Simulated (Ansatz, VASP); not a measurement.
**BiO5 in VASP and in Ansatz**

```
Bi O
1.0
     3.87717    0.00000    0.00000
    -1.93859    3.35773    0.00000
     0.00000    0.00000    5.88151
Bi O
1 5
Cartesian
  0.0000 0.0000 0.0000
  0.0000 2.2385 0.0000
  1.9386 1.1192 0.0000
  1.9386 0.0000 2.9408
  0.9693 1.6789 2.9408
  -0.9693 1.6789 2.9408
```

Change from the starting cell: species swapped into the DyRh5 type (P6/mmm, No. 191).

Alike in both runs: functional PBE; k mesh 6 × 6 × 4; occupations gaussian, width 0.1 eV; no spin polarisation.

Ansatz relaxed the structure, and its values are those at the end. VASP's run is a single point on that final structure, the one shown.

|  | VASP | Ansatz |
| --- | --- | --- |
| version | VASP 6.6.1 | Ansatz 0.2.0 |
| potentials or method | VASP PAW PBE potentials, release 64 (Bi_d, O) | scalar-relativistic, plane waves, PAW |
| plane-wave cutoff (eV) | 520 | 420 |
| valence electrons in the cell | 45 | 45 |

|  | VASP | Ansatz | Ansatz less VASP |
| --- | --- | --- | --- |
| gap on the k mesh at the Fermi level (eV) | none | none | - |
| pressure (GPa) | 0.2 | 0.1 | -0.05 |

A gap of «none» marks a metal or a gap that the smearing closes.

Caveats: spin-orbit coupling is left out, which moves the levels of the heavy elements; an odd number of electrons without spin polarisation forces a metal; a magnetic or distorted state may lie lower.
